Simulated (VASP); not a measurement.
The system is Lu.

```
CELL_PARAMETERS angstrom
3.50310 0.00000 0.00000
-1.75155 3.03377 0.00000
0.00000 0.00000 5.55090
ATOMIC_POSITIONS crystal
Lu 0.33333 0.66667 0.25000
Lu 0.66667 0.33333 0.75000
```

| Quantity | Value |
| --- | --- |
| Program | VASP 6.6.1 |
| Task | relaxation of cell and atoms |
| Functional | LDA |
| Potentials or basis | VASP PAW PBE potentials, release 64 (Lu) |
| Cutoff | 600 eV |
| k mesh | 12 × 12 × 7 |
| Occupations | methfessel-paxton, width 0.1 eV |
| Spin | no spin polarisation |

At the start: pressure -5.4 GPa; volume 29.50 Å³/atom.

Question: Where does the relaxation end?

Answer: Over 6 steps the energy falls by 61.7 meV/atom and the volume is 26.28 Å³/atom (-10.9 %); space group P6_3/mmc (No. 194, to 0.05 Å).

The path:
```tsv
step	energy change (eV)	largest force (eV/Å)	pressure (GPa)	volume (Å³)
1	0.0000	0.0000	-5.38	58.99
2	-0.1158	0.0000	1.79	50.93
3	-0.1230	0.0000	0.12	52.40
4	-0.1229	0.0000	-0.15	52.52
5	-0.1234	0.0000	-0.04	52.54
6	-0.1235	0.0000	-0.03	52.56
```

Final structure:
```
CELL_PARAMETERS angstrom
3.39322 0.00000 0.00000
-1.69661 2.93861 0.00000
0.00000 0.00000 5.27126
ATOMIC_POSITIONS crystal
Lu 0.33333 0.66667 0.25000
Lu 0.66667 0.33333 0.75000
```

Caveat: the PAW data sets were made with another functional, which shifts forces and pressure a little; the volume moved by -11 % from the deposited cell, more than functionals usually miss.
